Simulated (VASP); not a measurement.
The input files of a VASP run:

POSCAR:
```
AlAs
1
    0.0000000000     2.8379000000     2.8379000000
    2.8379000000     0.0000000000     2.8379000000
    2.8379000000     2.8379000000     0.0000000000
Al As
1 1
Direct
  0.0121180000  -0.0085780000   0.0016400000
  0.7378820000   0.7585780000   0.7483600000
```

**INCAR**
```
SYSTEM = AlAs
PREC = Accurate
ENCUT = 300
EDIFF = 1E-6
NELM = 100
ALGO = Normal
LREAL = .FALSE.
LASPH = .TRUE.
ISMEAR = 0
SIGMA = 0.02
GGA = PE
HFSCREEN = 0.2
AEXX = 0.25
LHFCALC = .TRUE.
PRECFOCK = Fast
ISYM = 3
LMAXMIX = 4
LWAVE = .FALSE.
LCHARG = .FALSE.
ISIF = 2
```

File KPOINTS:
```
Automatic mesh
0
Gamma
5 5 5
0 0 0
```

POTCAR, in this order: Al As (PBE.64 set). Program: vasp_std.

Question: Translate this HSE06 calculation to Ansatz.

Answer: One equivalent input (not run):
Ansatz 0.2 input:
```yaml
crystal:
  lattice:
    - [0.0000000, 2.8379000, 2.8379000]
    - [2.8379000, 0.0000000, 2.8379000]
    - [2.8379000, 2.8379000, 0.0000000]
  atoms:
    - { symbol: Al, position: [0.0121180, -0.0085780, 0.0016400] }
    - { symbol: As, position: [0.7378820, 0.7585780, 0.7483600] }
kpoints:
  mp_grid: { grid: [5, 5, 5] }
hamiltonian:
  xc: hse06
  pseudopotentials: { kind: paw }
scf:
  occupations: { method: gaussian, width: 0.02 }
  max_iter: 100
output: { forces: true, stress: true, eigenvalues: true }
```
Limits of the translation: each code has its own PAW files, so the cut-off isn't converted (ENCUT is set for VASP's; basis.ecutwfc is left out, and Ansatz then takes the one that its files recommend); Ansatz stops its SCF on the density residual and VASP on the energy change (EDIFF); Ansatz's hse06 screens at 0.11 per bohr (0.208 per Å), slightly more than HFSCREEN = 0.2.

The structure comes from a computed database's AlAs entry; how it stands against other phases isn't given here. The cell was not relaxed at this level, atoms are displaced from their ideal sites.
